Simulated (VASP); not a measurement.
## Ni3Fe (L1_2): computed properties

These are r2SCAN meta-GGA, VASP's PBE PAW potentials (set 64) (plane waves; VASP) values and carry that method's errors.

```json
{
  "space_group": "Pm-3m (221)",
  "cell": "a = b = c = 3.5101 Å, α = β = γ = 90.00°",
  "volume_per_atom": "10.81 Å³/atom",
  "band gap (over mesh and band path)": "none (metal, semimetal or under 0.01 eV)",
  "cell_moment": "5.23 μB",
  "density": "8.91 g/cm³"
}
```

```
CELL_PARAMETERS angstrom
      3.51007     0.00000     0.00000
      0.00000     3.51007     0.00000
      0.00000     0.00000     3.51007
ATOMIC_POSITIONS crystal
  Fe 0.00000 0.00000 0.00000
  Ni 0.00000 0.50000 0.50000
  Ni 0.50000 0.00000 0.50000
  Ni 0.50000 0.50000 0.00000
```
Starting moments (μB, in the order of the record's atoms Fe Ni Ni Ni): 3.2 0.7 0.7 0.7.

The compound is Ni3Fe in the L1_2 structure. It was relaxed first. Symmetry was kept, so distortions that lower it aren't found.
